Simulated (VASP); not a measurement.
VASP input:

**KPOINTS**
```
Automatic
0
Gamma
 7 7 4
0 0 0
```

### INCAR
```
! general
SYSTEM = SiC
PREC   = Accurate
ENCUT  = 520
LREAL  = .FALSE.
LASPH  = .TRUE.   ! aspherical one-centre terms

! electronic loop
EDIFF  = 1E-6
NELM   = 100
ALGO   = Normal

! smearing
ISMEAR = 1   ! Methfessel-Paxton
SIGMA  = 0.5   ! width (eV)

! functional
GGA    = PE   ! PBE

! ions
ISIF   = 2   ! forces and stress, cell fixed

! output
LWAVE  = .FALSE.
LCHARG = .FALSE.
```

POSCAR:
```
SiC
1
    1.5708000000    -2.7207050000     0.0000000000
    1.5708000000     2.7207050000     0.0000000000
    0.0000000000     0.0000000000     5.1510000000
Si C
2 2
Direct
  0.6666670000   0.3333330000   0.5000000000
  0.3333330000   0.6666670000   0.0000000000
  0.6666670000   0.3333330000   0.8750000000
  0.3333330000   0.6666670000   0.3750000000
```

POTCAR, in this order: Si C (PBE.64 set). Program: vasp_std.

Q: Translate this PBE calculation to Quantum ESPRESSO's pw.x.

A: One equivalent input (not run):
```
&CONTROL
  calculation = 'scf'
  pseudo_dir = './pseudo'
  outdir = './out'
  tprnfor = .true.
  tstress = .true.
/
&SYSTEM
  ibrav = 0
  nat = 4
  ntyp = 2
  ecutwfc = 82
  occupations = 'smearing'
  smearing = 'methfessel-paxton'
  degauss = 0.03675
  input_dft = 'pbe'
/
&ELECTRONS
  conv_thr = 7.3e-08
  electron_maxstep = 100
/
ATOMIC_SPECIES
  Si 28.085 Si.upf
  C 12.011 C.upf
CELL_PARAMETERS angstrom
     1.5708000   -2.7207050    0.0000000
     1.5708000    2.7207050    0.0000000
     0.0000000    0.0000000    5.1510000
ATOMIC_POSITIONS crystal
  Si   0.6666670  0.3333330  0.5000000
  Si   0.3333330  0.6666670  0.0000000
  C    0.6666670  0.3333330  0.8750000
  C    0.3333330  0.6666670  0.3750000
K_POINTS automatic
  7 7 4 0 0 0
```
The two are equivalent in intent, not identical: the potentials are each code's own (VASP's PAW set, PseudoDojo norm-conserving files in pw.x), so ENCUT and ecutwfc are chosen apart and not converted; conv_thr bounds pw.x's estimated SCF error, while EDIFF bounds the energy change between steps.

The compound is SiC in the wurtzite structure, the rare 2H polytype. The cell was not relaxed at this level. The run is one of a series of settings (ISMEAR = 1, SIGMA = 0.5 against the base run), some of them coarse on purpose.
